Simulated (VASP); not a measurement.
Input for VASP

**KPOINTS**
```
Automatic mesh
0
Gamma
5 5 1
0 0 0
```

POSCAR:
```
TaS2
1
    3.5963400000     0.0000000000     0.0000000000
   -1.7981700000     3.1145220000     0.0000000000
    0.0000000000     0.0000000000    16.9203150000
Ta S
1 2
Direct
  0.0000000000   0.0000000000   0.5000000000
  0.3333330000   0.6666670000   0.5862960000
  0.6666670000   0.3333330000   0.4137040000
```

### INCAR
```
LREAL = F   ! projection in real space or not
SYSTEM = TaS2
ENCUT = 300   ! plane-wave cut-off (eV)
ALGO = Normal   ! blocked Davidson
PREC = Accurate
NELM = 100
ISIF = 2   ! forces and stress, cell fixed
LMAXMIX = 6   ! l cut-off of mixed one-centre charges
EDIFF = 1E-6   ! SCF stop (eV)
GGA = PE   ! PBE
ISMEAR = 0
LASPH = T   ! aspherical one-centre terms
LCHARG = F
LWAVE = F
SIGMA = 0.05
```

POTCAR, in this order: Ta_pv S (PBE.64 set). Program: vasp_std.

Task: Write an equivalent input for Ansatz.

Result: One equivalent input (not run):
Ansatz 0.2 input:
```yaml
crystal:
  lattice:
    - [3.5963400, 0.0000000, 0.0000000]
    - [-1.7981700, 3.1145220, 0.0000000]
    - [0.0000000, 0.0000000, 16.9203150]
  atoms:
    - { symbol: Ta, position: [0.0000000, 0.0000000, 0.5000000] }
    - { symbol: S, position: [0.3333330, 0.6666670, 0.5862960] }
    - { symbol: S, position: [0.6666670, 0.3333330, 0.4137040] }
kpoints:
  mp_grid: { grid: [5, 5, 1] }
hamiltonian:
  xc: pbe
  pseudopotentials: { kind: paw }
scf:
  occupations: { method: gaussian, width: 0.05 }
  max_iter: 100
output: { forces: true, stress: true, eigenvalues: true }
```
What does not carry over: each code has its own PAW files, so the cut-off isn't converted (ENCUT is set for VASP's; basis.ecutwfc is left out, and Ansatz then takes the one that its files recommend); Ansatz stops its SCF on the density residual and VASP on the energy change (EDIFF).

The cell is a sheet with vacuum, built from a generated structure.
